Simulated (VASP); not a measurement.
# BeZn2Se3 (P1) in VASP: relaxation of cell and atoms with PBE

Aim: the relaxation of cell and atoms of BeZn2Se3 with PBE.

Everything below comes from runs of VASP 6.6.1. Logs are shortened: lines on timing, memory, paths and dates and some standing lists are left out, and cuts for length are marked.

### Step 1. Starting point

The typed cell holds 12 atoms: a = 6.757 Å, b = 6.886 Å, c = 6.460 Å, α = 89.80°, β = 90.36°, γ = 59.37°.

The cell was built by a generator and needn't be a form met in nature.

### Step 2. Relaxation of cell and atoms, PBE

INCAR

```
SYSTEM = BeZn2Se3
PREC = Normal ; ENCUT = 520
EDIFF = 1E-5 ; ISMEAR = 0
SIGMA = 0.05 ; LREAL = Auto
LASPH = .True. ; NELM = 80
ALGO = Fast ; ISIF = 3
LWAVE = .False. ; LCHARG = .False.
GGA = PE ; IBRION = 2
NSW = 110 ; EDIFFG = -0.03
ISYM = 0 ; KPAR = 2
```

KPOINTS

```
regular mesh
0
Gamma
  3 3 3
  0 0 0
```

POSCAR

```
BeZn2Se3
1.0
    5.8888046400     -3.3139069700     -0.0214180800
    5.9636538400      3.4435001900      0.0119869600
   -0.0051596600      0.0316420700      6.4599401000
Be Zn Se
2 4 6
Direct
    0.8619106200      0.1333441200      0.0440234000
    0.1187393800      0.8942540100      0.4744945700
    0.5195929400      0.8199338700      0.9776304600
    0.1494708000      0.4894186000      0.0272713800
    0.4601710000      0.1883238100      0.5205296600
    0.8409911000      0.4815993100      0.4948789600
    0.4825068600      0.2078367000      0.9053991500
    0.8150279700      0.4987867600      0.9043165500
    0.1049094400      0.8898801500      0.8322066600
    0.1981202800      0.5124184400      0.3546952700
    0.5007367500      0.7980643800      0.4092802900
    0.8433141700      0.0938420700      0.3596633700
```

Potentials or basis: VASP PAW PBE potentials, release 64 (Be, Zn, Se).

On the command line:

```bash
> cat potpaw_PBE.64/Be/POTCAR potpaw_PBE.64/Zn/POTCAR potpaw_PBE.64/Se/POTCAR > POTCAR
> mpirun -np 2 vasp_std > vasp.out
```

OUTCAR:

```text
SYSTEM = BeZn2Se3
   PREC = Normal
   ENCUT = 520
   EDIFF = 1E-5
   ISMEAR = 0
   LREAL = Auto
   LASPH = .True.
   NELM = 80
   ISIF = 3
   GGA = PE
   IBRION = 2
   NSW = 110
   EDIFFG = -0.03
   ISYM = 0

 ion  position               nearest neighbor table
   1  0.862  0.133  0.044-  12 2.07   9 2.15   7 2.50   8 2.53
   2  0.119  0.894  0.474-  12 1.81   9 2.31  11 2.36  10 2.53
   3  0.520  0.820  0.978-   8 2.15   7 2.59   9 2.75  11 2.80
   4  0.149  0.489  0.027-  10 2.16   7 2.24   8 2.36   9 2.90
   5  0.460  0.188  0.521-  10 2.28   7 2.50  12 2.56  11 2.66
   6  0.841  0.482  0.495-  11 2.28   8 2.65  10 2.69  12 2.80
   7  0.483  0.208  0.905-   4 2.24   5 2.50   1 2.50   3 2.59
   8  0.815  0.499  0.904-   3 2.15   4 2.36   1 2.53   6 2.65
   9  0.105  0.890  0.832-   1 2.15   2 2.31   3 2.75   4 2.90
  10  0.198  0.512  0.355-   4 2.16   5 2.28   2 2.53   6 2.69
  11  0.501  0.798  0.409-   6 2.28   2 2.36   5 2.66   3 2.80
  12  0.843  0.094  0.360-   2 1.81   1 2.07   5 2.56   6 2.80

IMPORTANT INFORMATION: All symmetrisations will be switched off!
NOSYMM: (Re-)initialisation of all symmetry stuff for point group C_1.

----------------------------------------------------------------------------------------

                                     Primitive cell

  volume of cell :     258.6566

  direct lattice vectors                    reciprocal lattice vectors
     5.888804640 -3.313906970 -0.021418080     0.085999832 -0.148942288  0.000798238
     5.963653840  3.443500190  0.011986960     0.082762092  0.147072266 -0.000654286
    -0.005159660  0.031642070  6.459940100     0.000131562 -0.000766726  0.154804058

  length of vectors
     6.757252269  6.886436260  6.460019655     0.171989574  0.168760906  0.154806012

  position of ions in fractional coordinates (direct lattice)
     0.861910620  0.133344120  0.044023400
     0.118739380  0.894254010  0.474494570
     0.519592940  0.819933870  0.977630460
     0.149470800  0.489418600  0.027271380
     0.460171000  0.188323810  0.520529660
     0.840991100  0.481599310  0.494878960
     0.482506860  0.207836700  0.905399150
     0.815027970  0.498786760  0.904316550
     0.104909440  0.889880150  0.832206660
     0.198120280  0.512418440  0.354695270
     0.500736750  0.798064380  0.409280290
     0.843314170  0.093842070  0.359663370

  ion indices of the primitive-cell ions
   primitive index   ion index
                 1           1
                 2           2
                 3           3
                 4           4
                 5           5
                 6           6
                 7           7
                 8           8
                 9           9
[... 70 lines left out ...]
   ISIF   =      3    stress and relaxation
   ISYM   =      0    0-nonsym 1-usesym 2-fastsym
   POTIM  = 0.5000    time-step for ionic-motion
   TEBEG  =    0.0;   TEEND  =   0.0 temperature during run
   PSTRESS=    0.0 pullay stress
   NELECT =      88.0000    total number of electrons
   NUPDOWN=      -1.0000    fix difference up-down
   EMIN   =  10.00;   EMAX   =-10.00  energy-range for DOS
   EFERMI =   0.00;   METHOD = LEGACY
   ISMEAR =     0;   SIGMA  =   0.05  broadening in eV -4-tet -1-fermi 0-gaus
   EFERMI_NEDOS =   21; number of points for ismear=-14 and -15
   IALGO  =     68    algorithm
   IMIX   =      4    mixing-type and parameters
     AMIX     =   0.40;   BMIX     =  1.00
     AMIX_MAG =   1.60;   BMIX_MAG =  1.00
  volume/ion in A,a.u.               =      21.55       145.46
  Fermi-wavevector in a.u.,A,eV,Ry     =   1.142864  2.159700 17.771086  1.306138
  Thomas-Fermi vector in A             =   2.279561
   LORBIT       =      0    0 simple, 1 ext, 2 COOP (PROOUT), +10 PAW based schemes
   GGA     = PE    functional components
   LHFCALC =     F    Hartree Fock is set to
   AEXX    =    0.0000 exact exchange contribution
   IVDW    =     0    specifies the selected vdW correction
   LEPSILON=     F    determine dielectric tensor
   LRPA    =     F    only Hartree local field effects (RPA)
 conjugate gradient relaxation of ions
 non-spin polarized calculation
 RMM-DIIS sequential band-by-band and
 Gauss-broadening in eV      SIGMA  =   0.05
  energy-cutoff  :      520.00
  volume of cell :      258.66
 maximum number of plane-waves:      6980
   NGX = 25   NGY = 25   NGZ = 25

--------------------------------------- Ionic step        1  -------------------------------------------

 number of electron      88.0000013 magnetization

 Free energy of the ion-electron system (eV)
  ---------------------------------------------------
  ext. energy  EPLUGINS =         0.00000000
  ---------------------------------------------------
  free energy    TOTEN  =       -37.76084076 eV

  energy without entropy =      -37.76084076  energy(sigma->0) =      -37.76084076

------------------------ aborting loop because EDIFF is reached ----------------------------------------

  FORCE on cell =-STRESS in cart. coord.  units (eV):
  Direction    XX          YY          ZZ          XY          YZ          ZX
  --------------------------------------------------------------------------------------
  -------------------------------------------------------------------------------------
  Total       -3.5154115     19.4985418      7.8975309     -3.4567066     -2.8892530      2.4166658
  in kB      -21.7752504    120.7783586     48.9190847    -21.4116187    -17.8966839     14.9693722
  external PRESSURE =      49.3073976 kB  Pullay stress =       0.0000000 kB
[... 119 lines left out ...]
  FREE ENERGIE OF THE ION-ELECTRON SYSTEM (eV)
  ---------------------------------------------------
  free  energy   TOTEN  =       -40.1478522666 eV

  energy  without entropy=      -40.1478522666  energy(sigma->0) =      -40.14785227

[... ionic steps 4 to 16 ...]

--------------------------------------- Ionic step       17  -------------------------------------------

 number of electron      88.0000133 magnetization

------------------------ aborting loop because EDIFF is reached ----------------------------------------
[... 87 lines left out ...]
--------------------------------------- Ionic step       19  -------------------------------------------

 number of electron      88.0000116 magnetization

 Free energy of the ion-electron system (eV)
  ---------------------------------------------------
  ext. energy  EPLUGINS =         0.00000000
  ---------------------------------------------------
  free energy    TOTEN  =       -41.67534162 eV

  energy without entropy =      -41.67534162  energy(sigma->0) =      -41.67534162

 E-fermi :   2.1651     XC(G=0):  -9.2633

 val. band max:        1.9038505912   @ k =   0.0000   0.0000   0.0000
 cond. band min:       3.8762744173   @ k =   0.0000   0.0000   0.0000
 fundamental gap:      1.9724238261
 Fermi energy:         2.1651095930

 k-point     1 :       0.0000    0.0000    0.0000
  band No.  band energies     occupation
      1     -11.3684      2.00000
      2     -10.4775      2.00000
      3     -10.2196      2.00000
      4     -10.2163      2.00000
      5     -10.2115      2.00000
      6     -10.2046      2.00000
[... 798 lines left out ...]
  FREE ENERGIE OF THE ION-ELECTRON SYSTEM (eV)
  ---------------------------------------------------
  free  energy   TOTEN  =       -41.6753416218 eV

  energy  without entropy=      -41.6753416218  energy(sigma->0) =      -41.67534162

 reached required accuracy - stopping structural energy minimisation
```

CONTCAR:

```text
BeZn2Se3
   1.00000000000000
     5.8724968093104044   -3.3880324235784851   -0.0013569141626592
     5.8700093087929730    3.3986129852239912   -0.0032897904852948
    -0.0014394213367047   -0.0020056072580995    6.4253529212485239
  Be              Zn              Se
     2     4     6
Direct
     0.8313410136167160    0.1615504832581300    0.0022615624515270
     0.1512483031487446    0.8397381987676611    0.5022996880911083
     0.4834531942485149    0.8349887177404760    0.0055713624451497
     0.1563462757499400    0.5115873450646823    0.0054093621025935
     0.4998748589172340    0.1654293759479744    0.5062198024150695
     0.8256352145827031    0.4907565356892639    0.5047987280904138
     0.5134083873768155    0.1686578726506920    0.8917085171274149
     0.8244975874315351    0.4785285020180219    0.8902432557351896
     0.1334808237144784    0.8595904812419765    0.8569195080565221
     0.1580620295928525    0.5222718925767417    0.3911242049130935
     0.4691384528279822    0.8324304799514813    0.3908236249846921
     0.8490051687924948    0.1421723350928973    0.3570101035872222

  0.00000000E+00  0.00000000E+00  0.00000000E+00
  0.00000000E+00  0.00000000E+00  0.00000000E+00
  0.00000000E+00  0.00000000E+00  0.00000000E+00
  0.00000000E+00  0.00000000E+00  0.00000000E+00
  0.00000000E+00  0.00000000E+00  0.00000000E+00
  0.00000000E+00  0.00000000E+00  0.00000000E+00
  0.00000000E+00  0.00000000E+00  0.00000000E+00
  0.00000000E+00  0.00000000E+00  0.00000000E+00
  0.00000000E+00  0.00000000E+00  0.00000000E+00
  0.00000000E+00  0.00000000E+00  0.00000000E+00
  0.00000000E+00  0.00000000E+00  0.00000000E+00
  0.00000000E+00  0.00000000E+00  0.00000000E+00
```

Wall time 12 min (2 MPI ranks of Intel Xeon Platinum 8488C (Sapphire Rapids), shared host); peak memory 0.31 GiB.

Results:

```yaml
Free_energy: -41.6753 eV
Relaxed_volume: 21.34 Å³/atom
Relaxed_cell: a = 6.780 Å, b = 6.783 Å, c = 6.425 Å, α = 90.05°, β = 90.01°, γ = 60.05°
Space_group_after_relaxing_to_0.05_Å: Cmc2_1 (No. 36)
Energy_gained_by_relaxing: 326.2 meV/atom
Ionic_steps: 19
Pressure_after_relaxing: 0.1 GPa
Largest_force_after_relaxing: 0.027 eV/Å
Band_gap_on_the_k_mesh: 1.97 eV, direct
```

Forces in eV/Å, atoms in the order of the input:
```
Be  -0.010 -0.006  0.003
Be   0.010  0.011 -0.006
Zn  -0.006  0.002 -0.002
Zn  -0.009 -0.024  0.009
Zn   0.008  0.009 -0.001
Zn   0.004  0.016  0.010
Se   0.001 -0.006 -0.001
Se   0.001 -0.007  0.007
Se   0.000 -0.019 -0.006
Se   0.008  0.010 -0.010
Se   0.004  0.007 -0.002
Se  -0.012  0.007 -0.001
```

Step by step:
| step | energy change (eV) | largest force (eV/Å) | pressure (GPa) | volume (Å³) |
| --- | --- | --- | --- | --- |
| 1 | 0.0000 | 6.5168 | 4.93 | 258.66 |
| 2 | -2.2186 | 2.0249 | -4.21 | 283.61 |
| 3 | -2.3870 | 1.7982 | -3.06 | 275.40 |
| 4 | -3.1424 | 1.4108 | -0.94 | 261.82 |
| 5 | -3.4107 | 0.9258 | 2.52 | 247.32 |
| 6 | -3.7029 | 0.6744 | 1.19 | 251.94 |
| 7 | -3.7112 | 0.6893 | 1.03 | 252.89 |
| 8 | -3.8156 | 0.4541 | -0.64 | 258.91 |
| 9 | -3.8188 | 0.4035 | -0.93 | 260.36 |
| 10 | -3.8630 | 0.2510 | -0.14 | 256.63 |
| 11 | -3.8680 | 0.2135 | 0.12 | 255.24 |
| 12 | -3.8681 | 0.2264 | 0.31 | 254.74 |
| 13 | -3.8914 | 0.1518 | 0.28 | 255.12 |
| 14 | -3.9015 | 0.1945 | 0.20 | 255.60 |
| 15 | -3.9103 | 0.0859 | -0.42 | 257.54 |
| 16 | -3.9105 | 0.1034 | -0.40 | 257.22 |
| 17 | -3.9119 | 0.0674 | 0.28 | 254.87 |
| 18 | -3.9132 | 0.0607 | 0.07 | 255.91 |
| 19 | -3.9145 | 0.0271 | 0.06 | 256.03 |

Final structure:
```xyz
12
Lattice="5.8725 -3.3880 -0.0014 5.8700 3.3986 -0.0033 -0.0014 -0.0020 6.4254" Properties=species:S:1:pos:R:3 pbc="T T T"
Be    5.8303   -2.2676    0.0129
Be    5.8168    2.3405    3.2245
Zn    7.7405    1.1998    0.0324
Zn    3.9212    1.2090    0.0329
Zn    3.9059   -1.1324    3.2514
Zn    7.7286   -1.1304    3.2408
Se    4.0037   -1.1680    5.7283
Se    7.6495   -1.1689    5.7174
Se    5.8284    2.4675    5.5030
Se    3.9934    1.2387    2.5112
Se    7.6408    1.2389    2.5078
Se    5.8198   -2.3940    2.2923
```

Expect the measured gap to be larger: semilocal functionals such as PBE lack the derivative discontinuity.
